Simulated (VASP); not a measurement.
Energy against volume of KCl (rock salt). These are LDA (Ceperley-Alder, Perdew-Zunger), VASP's LDA PAW potentials (set 64) (plane waves; VASP 6.6.1) values and carry that method's errors.

| V (Å³/atom) | E (eV/atom) |
|---|---|
| 26.471 | -3.69483 |
| 27.316 | -3.70171 |
| 28.161 | -3.70394 |
| 29.006 | -3.70232 |
| 29.851 | -3.69747 |

**Question.** Fit a third-order Birch-Murnaghan equation of state.

**Answer.** 
The volume per atom is 28.20 Å^3/atom. The bulk modulus comes out as 24.2 GPa and the pressure derivative of the bulk modulus comes out as 5.16. The lattice constant a is 6.088 Å.

The compound is KCl in the rock salt structure. It was relaxed first, which changed the volume by -9 %.
